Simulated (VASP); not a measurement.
Output of a VASP run:

**OSZICAR**
```
       N       E                     dE             d eps       ncg     rms          rms(c)
DAV:   1     0.286910521583E+03    0.28691E+03   -0.18897E+04  2816   0.239E+03
DAV:   2     0.813446045605E+01   -0.27878E+03   -0.26912E+03  3028   0.441E+02
DAV:   3    -0.216493720169E+02   -0.29784E+02   -0.29576E+02  3344   0.154E+02
DAV:   4    -0.222074102602E+02   -0.55804E+00   -0.55759E+00  3074   0.226E+01
DAV:   5    -0.222116693735E+02   -0.42591E-02   -0.42590E-02  3278   0.188E+00    0.145E+01
DAV:   6    -0.193239981331E+02    0.28877E+01   -0.10272E+01  5108   0.713E+01    0.940E+00
DAV:   7    -0.194550750547E+02   -0.13108E+00   -0.22875E+00  2984   0.181E+01    0.554E+00
DAV:   8    -0.194675193872E+02   -0.12444E-01   -0.75964E-01  4246   0.863E+00    0.174E+00
DAV:   9    -0.194093199372E+02    0.58199E-01   -0.15883E-01  4476   0.729E+00    0.373E-01
DAV:  10    -0.194119596382E+02   -0.26397E-02   -0.52785E-02  2888   0.176E+00    0.131E-01
DAV:  11    -0.194119090436E+02    0.50595E-04   -0.18945E-03  4004   0.765E-01    0.390E-02
DAV:  12    -0.194119312943E+02   -0.22251E-04   -0.22448E-04  3826   0.364E-01    0.134E-02
DAV:  13    -0.194119347672E+02   -0.34730E-05   -0.21117E-05  3188   0.919E-02    0.837E-03
DAV:  14    -0.194119357538E+02   -0.98659E-06   -0.35193E-06  3266   0.277E-02    0.701E-03
DAV:  15    -0.194119349224E+02    0.83148E-06   -0.16168E-06  3264   0.119E-02    0.177E-03
DAV:  16    -0.194119348240E+02    0.98358E-07   -0.24770E-07  2060   0.433E-03
   1 F= -.19411935E+02 E0= -.19411935E+02  d E =0.000000E+00
```

File OUTCAR:
```
------------------------ aborting loop because EDIFF is reached ----------------------------------------
  FORCE on cell =-STRESS in cart. coord.  units (eV):
  Direction    XX          YY          ZZ          XY          YZ          ZX
  --------------------------------------------------------------------------------------
  Total        0.0097362      0.0097362      0.0082282      0.0000000     -0.0000000      0.0000000
  in kB        0.3288644      0.3288645      0.2779291      0.0000000     -0.0000000      0.0000000
  external PRESSURE =       0.3118860 kB  Pullay stress =       0.0000000 kB
  volume of cell :       47.43
      direct lattice vectors                 reciprocal lattice vectors
     1.618844974 -2.803922177  0.000000000     0.308862188 -0.178321640  0.000000000
     1.618844974  2.803922177  0.000000000     0.308862188  0.178321640  0.000000000
     0.000000000  0.000000000  5.224930768     0.000000000  0.000000000  0.191390096
  FREE ENERGIE OF THE ION-ELECTRON SYSTEM (eV)
  ---------------------------------------------------
  free  energy   TOTEN  =       -19.4119348240 eV

  energy  without entropy=      -19.4119348240  energy(sigma->0) =      -19.41193482

 total charge

# of ion       s       p       d       tot
------------------------------------------
    1        0.464   0.498   9.904  10.866
    2        0.464   0.498   9.904  10.866
    3        1.544   3.439   0.000   4.983
    4        1.544   3.439   0.000   4.983
--------------------------------------------------
tot          4.016   7.874  19.808  31.698
```
(Selected blocks of OUTCAR.)

POSCAR:
```
ZnO
1
    1.6188449737    -2.8039221768    -0.0000000000
    1.6188449737     2.8039221768     0.0000000000
    0.0000000000    -0.0000000000     5.2249307679
Zn O
2 2
Direct
  0.6666670000   0.3333330000   0.5014311520
  0.3333330000   0.6666670000   0.0014311520
  0.6666670000   0.3333330000   0.8805688480
  0.3333330000   0.6666670000   0.3805688480
```

Task: Write an INCAR and KPOINTS that could have produced this output.

Result: This is not unique; one that fits is the input of the run itself, PBEsol GGA, plane waves, VASP's PBE PAW potentials (set 64).

KPOINTS:
```
Automatic mesh
0
Gamma
11 11 6
0 0 0
```

INCAR:
```
SYSTEM = ZnO
PREC = Accurate
ENCUT = 520
EDIFF = 1E-7
NELM = 100
ALGO = Normal
LREAL = .FALSE.
LASPH = .TRUE.
ISMEAR = -5
GGA = PS
LMAXMIX = 4
LWAVE = .FALSE.
LCHARG = .TRUE.
LORBIT = 11
NEDOS = 601
ISIF = 2
```

POTCAR, in this order: Zn O (PBE.64 set). Program: vasp_std.

The compound is ZnO in the wurtzite structure. It was relaxed first.
